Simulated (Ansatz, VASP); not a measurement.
# Cross-check of Al3SiCN3 between VASP and Ansatz

Aim: how closely do two programs agree when they are given the same cell, functional and k mesh? The cell is generated by rule, not measured, and may not be a known phase. The cell is taken from a series of runs on this material, whose earlier steps may have relaxed, scaled, displaced or heated it; both programs get it as it stands.

Main program and level: Ansatz 0.2.0; plane waves, with VASP 6.6.1 beside it; PBE.

The structure was built from a prototype and need not be the compound's stable phase.

### Step 1. The starting structure

The structure is trigonal, space group P3m1 (No. 156). Conventional cell: a = 3.144 Å, b = 3.144 Å, c = 10.060 Å, α = 90.00°, β = 90.00°, γ = 120.00°. Al has 3 C at 1.93 Å and 1 N at 1.97 Å nearest. Nearest to Al lie 4 N at 1.89 to 1.96 Å. Nearest to Al lie 4 N at 1.88 to 1.98 Å. Nearest to C lie 1 Si at 1.73 Å and 3 Al at 1.93 Å. N has 4 Al at 1.89 to 1.97 Å nearest. Nearest to N lie 4 Al at 1.88 to 1.96 Å. Farther neighbours and most contacts between anions are not listed.

### Step 2. Ansatz: zone-centre phonons, PBE

Ansatz runs on its default PAW (the set named soft_2) files.

Second derivatives magnify differences that forces hide, and they need a tight electronic threshold.

Input file input.yaml:

```yaml
crystal:
  lattice:
    - [3.1436117243, 0.0, 0.0]
    - [-1.5718058621, 2.7224476129, 0.0]
    - [0.0, 0.0, 10.0603509923]
  atoms:
    - { symbol: Al, position: [0.3333333333, 0.6666666667, -0.0015207932] }
    - { symbol: Al, position: [0.6666666667, 0.3333333333, 0.2447516055] }
    - { symbol: Al, position: [0.3333333333, 0.6666666667, 0.4901601022] }
    - { symbol: C, position: [0.6666666667, 0.3333333333, 0.9339996743] }
    - { symbol: "N", position: [0.3333333333, 0.6666666667, 0.1940469171] }
    - { symbol: "N", position: [0.6666666667, 0.3333333333, 0.4398353994] }
    - { symbol: "N", position: [0.3333333333, 0.6666666667, 0.6870855297] }
    - { symbol: Si, position: [0.6666666667, 0.3333333333, 0.7616415651] }
kpoints:
  mp_grid: { grid: [12, 12, 4] }
hamiltonian:
  xc: pbe
scf:
  occupations: { method: fixed }
output:
  eigenvalues: true
phonons:
  method: dfpt
  dielectric: true
  rigid_motions: translations
```

The run is started by

```
ansatz run input.yaml --threads 8 --pin off --max-ram 14336MiB --backend cpu --events-out ev --progress --plain --runs-dir out
```

Numbers of over 12 decimals in the logs are rounded to 6 here.

Log:

```text
Engine: ansatz 0.2.0, aarch64-unknown-linux-gnu
Pseudopotentials: kind: paw
Pseudopotential: Al, paw, valence charge 3, recommended cutoff 420 eV (normal), Al.paw.azcp
Pseudopotential: C, paw, valence charge 4, recommended cutoff 420 eV (normal), C.paw.azcp
Pseudopotential: N, paw, valence charge 5, recommended cutoff 420 eV (normal), N.paw.azcp
Pseudopotential: Si, paw, valence charge 4, recommended cutoff 420 eV (normal), Si.paw.azcp
Functional definition: PBE
  parameter kappa = 0.804
  parameter beta = 0.066725
  exchange = pbe_x(kappa = kappa, mu = beta*pi^2/3)
  correlation = pbe_c(beta = beta)
Crystal: 8 atoms, lattice volume = 86.100 Å³
Basis set: ecut = 420 eV, 1665 PW (Γ), exchange–correlation on 48×48×144 points (8 copies of the dense FFT grid, shifted against one another)
Bands: 24, of which v1, the nominal top of the filled ones, is band 16 counted from 1 (15 counted from 0)
Symmetry: 6 space group operations
k-points: 164 of 576 (irreducible under 2 space group operations, time reversal used)
Non-local potential: Al, projectors of the file, l = 0: 2, l = 1: 2, l = 2: 1
Non-local potential: C, projectors of the file, l = 0: 2, l = 1: 2, l = 2: 1
Non-local potential: N, projectors of the file, l = 0: 2, l = 1: 2, l = 2: 1
Non-local potential: Si, projectors of the file, l = 0: 2, l = 1: 2, l = 2: 2
PAW form: soft (Blöchl's): semilocal exchange-correlation on the pseudo side does not see the compensation charge
PAW one-centre angular grid: Al, 110 points (default); XC on 64 Gauss nodes
PAW one-centre angular grid: C, 110 points (default); XC on 64 Gauss nodes
PAW one-centre angular grid: N, 110 points (default); XC on 64 Gauss nodes
PAW one-centre angular grid: Si, 110 points (default); XC on 64 Gauss nodes
Initial density: superposition of atomic densities (neutral atoms: chi_scale 0, normalization atom), corrected by the library's trained network
Initial wavefunctions: pseudopotential atomic-orbital guess
Functional: x = pbe(κ = 0.804, μ = 0.219515), c = pbe(β = 0.066725)
SCF iter   1: F=—  HF=-3657.964061 eV  |F-HF|=—  |Δ(HF+E_count)|=         —  Δρ=6.86e-3  dr2=2.38e-1  ethr=1.77e-3  ⟨swp⟩=4.6  Hψ=17818  notcnv=0  defer=915
preconditioner: auto → none  [insulator: Δε(μ)=1.065 eV  Ē_g=12.333 eV  n_scr=12 (ndim 8)  ℏωp=22.6 eV  f_vac=0.000  ε∞_Penn≈4.4]
SCF iter   2: F=—  HF=-3658.010243 eV  |F-HF|=—  |Δ(HF+E_count)|=   4.62e-2  Δρ=1.33e-2  dr2=6.30e-1  ethr=7.45e-4  ⟨swp⟩=3.4  Hψ=7386  notcnv=0  defer=987  recentre
SCF iter   3: F=—  HF=-3657.914548 eV  |F-HF|=—  |Δ(HF+E_count)|=   9.57e-2  Δρ=2.30e-3  dr2=1.60e-2  ethr=7.45e-4  ⟨swp⟩=3.0  Hψ=6386  notcnv=0  defer=984
SCF iter   4: F=—  HF=-3657.911414 eV  |F-HF|=—  |Δ(HF+E_count)|=   3.13e-3  Δρ=1.19e-3  dr2=1.36e-3  ethr=5.01e-5  ⟨swp⟩=2.7  Hψ=5793  notcnv=0  defer=984
SCF iter   5: F=—  HF=-3657.911339 eV  |F-HF|=—  |Δ(HF+E_count)|=   7.55e-5  Δρ=4.62e-4  dr2=2.64e-4  ethr=4.25e-6  ⟨swp⟩=2.3  Hψ=5830  notcnv=0  defer=984
SCF iter   6: F=—  HF=-3657.911308 eV  |F-HF|=—  |Δ(HF+E_count)|=   3.05e-5  Δρ=1.77e-4  dr2=1.99e-5  ethr=8.26e-7  ⟨swp⟩=2.4  Hψ=5075  notcnv=0  defer=857
SCF iter   7: F=—  HF=-3657.911311 eV  |F-HF|=—  |Δ(HF+E_count)|=   3.12e-6  Δρ=7.11e-5  dr2=4.47e-6  ethr=6.21e-8  ⟨swp⟩=2.1  Hψ=5230  notcnv=0  defer=539
SCF iter   8: F=—  HF=-3657.911311 eV  |F-HF|=—  |Δ(HF+E_count)|=   4.62e-7  Δρ=1.53e-5  dr2=1.04e-7  ethr=1.40e-8  ⟨swp⟩=2.4  Hψ=5288  notcnv=0  defer=519
SCF iter   9: F=—  HF=-3657.911311 eV  |F-HF|=—  |Δ(HF+E_count)|=   1.06e-7  Δρ=5.78e-6  dr2=1.77e-8  ethr=3.25e-10  ⟨swp⟩=2.1  Hψ=5559  notcnv=0  defer=519
SCF iter  10: F=—  HF=-3657.911311 eV  |F-HF|=—  |Δ(HF+E_count)|=   6.90e-9  Δρ=1.57e-6  dr2=1.59e-9  ethr=5.55e-11  ⟨swp⟩=2.0  Hψ=5549  notcnv=0  defer=519
SCF iter  11: F=—  HF=-3657.911311 eV  |F-HF|=—  |Δ(HF+E_count)|=  2.52e-10  Δρ=5.31e-7  dr2=1.21e-10  ethr=4.96e-12  ⟨swp⟩=2.1  Hψ=5330  notcnv=0  defer=519
SCF iter  12: F=-3657.911311 eV  HF=-3657.911311 eV  |F-HF|=1.68e-11  |Δ(HF+E_count)|=  8.00e-11  Δρ=2.16e-7  dr2=2.39e-11  ethr=1.00e-12  ⟨swp⟩=13.1  Hψ=25507  notcnv=0
SCF 1 converged in 12 iterations: F = -3657.911311 eV  dr2 = 2.39e-11
  greatest PAW one-centre occupation: 0.787 electrons in one spin orbital (limit 2), on the N atom at site 4 (counted from 0), in its partial waves of l = 0
NSCF: frozen V_eff on 28 k-points
DFPT response loops at Γ: preconditioner auto → Resta (q_TF=auto, 2.313 Å⁻¹)  ε∞=13.1 (no band partly filled); β = 1.00, the filter's whole step (`scf.mixing.beta` (0.50) is not read by the response loops at its default; to damp them type it under 1.00, their step now; it binds the ground state too); Broyden in place of MSR1
── the response to a field inside a basis, on 14×14×4 k-points: an SCF that follows is theirs, and a resumed run solves both again ──
Bands: 17, of which v1, the nominal top of the filled ones, is band 16 counted from 1 (15 counted from 0)
k-points: 210 of 784 (irreducible under 2 space group operations, time reversal used)
Initial density: handed on by an earlier stage of this run
Initial wavefunctions: pseudopotential atomic-orbital guess (no wavefunctions were taken with the density)
Eigensolver: Dense (210 Hₖ)
SCF iter   1: F=—  HF=-3657.899849 eV  |F-HF|=—  |Δ(HF+E_count)|=         —  Δρ=2.42e-4  dr2=1.14e-5  ethr=1.00e-1
preconditioner: auto → none  [insulator: Δε(μ)=0.509 eV  Ē_g=9.348 eV  n_scr=12 (ndim 8)  ℏωp=22.6 eV  f_vac=0.000  ε∞_Penn≈6.9]
SCF iter   2: F=—  HF=-3657.899856 eV  |F-HF|=—  |Δ(HF+E_count)|=   6.23e-6  Δρ=1.10e-4  dr2=3.50e-6  ethr=3.56e-8
SCF iter   3: F=—  HF=-3657.899858 eV  |F-HF|=—  |Δ(HF+E_count)|=   2.33e-6  Δρ=5.76e-5  dr2=2.54e-6  ethr=1.09e-8
SCF iter   4: F=—  HF=-3657.899858 eV  |F-HF|=—  |Δ(HF+E_count)|=   4.02e-7  Δρ=2.41e-5  dr2=1.90e-6  ethr=7.95e-9
SCF iter   5: F=-3657.899858 eV  HF=-3657.899858 eV  |F-HF|=2.82e-8  |Δ(HF+E_count)|=   2.97e-7  Δρ=5.85e-6  dr2=4.40e-8  ethr=5.94e-9
SCF 1 converged in 5 iterations: F = -3657.899858 eV  dr2 = 4.40e-8
DFPT response loops at Γ: preconditioner auto → Resta (q_TF=auto, 2.313 Å⁻¹)  ε∞=10.8 (no band partly filled); β = 1.00, the filter's whole step (`scf.mixing.beta` (0.50) is not read by the response loops at its default; to damp them type it under 1.00, their step now; it binds the ground state too); Broyden in place of MSR1
SCF converged after 12 iterations
Free energy (F): -3657.911311 eV
Harris-Foulkes:  -3657.911311 eV  (|F-HF|=1.68e-11)
Internal energy: -3657.911311 eV  (E = F + TS)
E sigma→0 (E₀):  -3657.911311 eV
Fermi energy:    9.399845 eV
--- Per-component energies (eV) ---
  E_band       = 63.529387
  E_kinetic    = 608.828064
  E_local      = -800.676043  (includes V_loc(G=0)·N_el)
  E_nonlocal   = 217.392431
  E_hartree    = 273.556600
  E_xc         = -409.252361
  E_vxc        = -430.936368  (∫ρ·V_xc dr)
  E_paw        = -2396.765276  (= ΣΔE_a)
  E_vpaw       = -78.192167  (= ΣTr[D̂ρ^β])
  E_aug_tail   = 0.000298  (compensation charges beyond the density's cutoff)
  E_ewald      = -1150.995023
  E_smearing   = -0.000000  (= −TS)
  E_closure    = -0.000000  (closes the sum)
  Σ components = -3657.911311   (vs F -3657.911311, Δ=0.00e0)
--- Band table (eV; the first three rows and the last of 164) ---
  k-point 0: bands = [... 12 lower, 6.6886, 7.2999, 9.3998, 9.3998, 9.7510, 12.1404, 13.4831, 14.8198, ... 4 higher]
  k-point 1: bands = [... 12 lower, 6.6893, 6.9160, 9.3998, 9.3998, 9.9035, 12.1618, 13.3967, 14.8163, ... 4 higher]
  k-point 2: bands = [... 12 lower, 6.6902, 6.6902, 9.3998, 9.3998, 10.0392, 12.1866, 13.3088, 14.8128, ... 4 higher]
  k-point 163: bands = [... 12 lower, 5.0709, 6.1534, 6.5539, 6.9474, 12.2093, 13.1574, 13.5864, 14.0653, ... 4 higher]
--- Phonons (Γ-DFPT): 16 representative perturbations + reference, on 164 of 576 k-points (Σ response iterations 49) ---
  k mesh reduced under 2 symmetry operations, with k and −k counted as one. Each operation leaves every solved perturbation unchanged. A smaller set is not considered because the run solves the response to a homogeneous field
  ASR residual: 1.449e-3 → 0.000e0 eV/Å²; symmetrization residual: 6.774e-5 eV/Å²
  ASR residual per site (eV/Å²): 1.33e-3 1.45e-3 1.16e-3 1.70e-4 2.31e-4 1.96e-4 4.30e-4 2.92e-5
  Γ frequencies (cm⁻¹): 0.00 0.00 0.00 165.49 165.49 177.64 177.64 236.76 236.76 312.54 350.49 407.85 407.85 506.63 578.15 679.18 679.18 686.32 686.32 693.94 729.83 729.83 765.12 1025.00
  ε∞ (high-frequency dielectric tensor):
        5.462501    -0.000000     0.000000
       -0.000000     5.462501    -0.000000
        0.000000    -0.000000     5.621599
  ε⁰ (static dielectric tensor: ions relaxed, cell fixed):
       11.029547    -0.000000     0.000000
       -0.000000    11.029547    -0.000000
        0.000000    -0.000000    11.762670
  ε⁰ − ε∞ (ionic part):
        5.567046    -0.000000    -0.000000
       -0.000000     5.567046    -0.000000
       -0.000000    -0.000000     6.141071
  softest optical mode at Γ: 165.49 cm⁻¹; the repairs (sum rule, projections) moved no ω² at Γ by more than (7.17 cm⁻¹)²
  Born effective charges Z* (e; rows j = field, columns β = displacement):
    site 0:
         2.41875   -0.00000    0.00000
        -0.00000    2.41875   -0.00000
         0.00000   -0.00000    2.37172
    site 1:
         2.50986   -0.00000    0.00000
        -0.00000    2.50986   -0.00000
         0.00000   -0.00000    3.06365
    site 2:
         2.50863   -0.00000    0.00000
        -0.00000    2.50863   -0.00000
         0.00000   -0.00000    3.23099
    site 3:
        -2.74448    0.00000   -0.00000
         0.00000   -2.74448    0.00000
        -0.00000    0.00000   -2.39561
    site 4:
        -2.52864    0.00000   -0.00000
         0.00000   -2.52864    0.00000
        -0.00000    0.00000   -3.06741
    site 5:
[...]
site 6:
[...]
site 7:
[...]
Z* charge neutrality: 4.611e-3 e pre-enforcement
  solved inside a basis spanned on kpoints, on 14×14×4 k-points, its susceptibility summed on 22×22×6: ε∞ is read to err by 3.2e-2, Z* by 3.5e-2 e (field_mesh: kpoints solves on kpoints); Z* is corrected for what the basis lacks
  optical modes at Γ without the LO–TO term, one row a degenerate level:
      ω (cm⁻¹)  modes    IR ((D/Å)²/amu)
[...]
optical modes at Γ + LO–TO along q̂ = [1.0000, 0.0000, 0.0000]:
      ω (cm⁻¹)  modes    IR ((D/Å)²/amu)
[...]
optical modes at Γ + LO–TO along q̂ = [0.0000, 1.0000, 0.0000]:
      ω (cm⁻¹)  modes    IR ((D/Å)²/amu)
[...]
optical modes at Γ + LO–TO along q̂ = [0.0000, 0.0000, 1.0000]:
      ω (cm⁻¹)  modes    IR ((D/Å)²/amu)
[...]
527.08      1             0.7691
        679.18      2             3.3697
        686.32      2            53.5014
        692.56      1             0.4992
        729.83      2            50.4105
        762.68      1             7.1026
        780.11      1            48.5346
       1058.83      1            24.9373
```

In the SCF lines HF is the Harris–Foulkes energy and dr2 the Hartree energy of the density residual, in eV; the loop may stop once dr2 is under the threshold and the program's other checks hold. Hψ counts applications of the Hamiltonian.

(Continued in part 2 of 3.)

[Lines on the potential files, build, host, timing and source positions are cut from VASP's logs without a mark.]

[Logs are printed without paths, hosts, clocks, repeated set-up lines and the standing remarks that a program may print on its own settings, such as how far it seeks lower states.]

[Hosts, paths, dates, database ids (printed as entryN), source tags and the programs' standing remarks are cut or masked in the printed files.]
